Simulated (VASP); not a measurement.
```
CELL_PARAMETERS angstrom
      0.00000     2.59547     2.59547
      2.59547     0.00000     2.59547
      2.59547     2.59547     0.00000
ATOMIC_POSITIONS crystal
  Zr 0.00000 0.00000 0.00000
  O  0.25000 0.25000 0.25000
  O  0.75000 0.75000 0.75000
```

Computed with PBE GGA, VASP's PBE PAW potentials (set 64) (plane waves; VASP). Run with 400 eV cut-off, 11×11×11 Γ-centred mesh, Gaussian smearing of 0.020 eV, potentials Zr_sv O.

### Question
Give the energies of bands 7 to 17 at the high-symmetry points, in eV from the valence-band maximum.

### Answer

```tsv
band	Γ	X	U	L	W
7	-4.90	-5.59	-5.03	-3.94	-4.50
8	-4.90	-3.04	-3.46	-3.94	-4.43
9	-4.90	-3.04	-2.95	-2.42	-2.28
10	-0.50	-1.43	-2.07	-2.42	-2.28
11	-0.50	-1.43	-1.17	-1.59	-1.31
12	-0.50	0.00	-0.31	-1.59	-0.19
13	3.19	3.59	3.80	3.77	4.19
14	3.19	4.43	4.44	3.77	4.29
15	6.15	5.32	5.66	5.57	5.79
16	8.69	6.79	6.21	7.87	5.79
17	8.69	6.79	7.03	7.87	6.91
```

The gap is indirect, 3.19 eV, from the valence maximum at X to the conduction minimum at Γ.

The structure comes from a computed database's ZrO2 entry; how it stands against other phases isn't given here. The cell was not relaxed at this level. The run is one of a series of settings (NBANDS = 18 against the base run), some of them coarse on purpose.
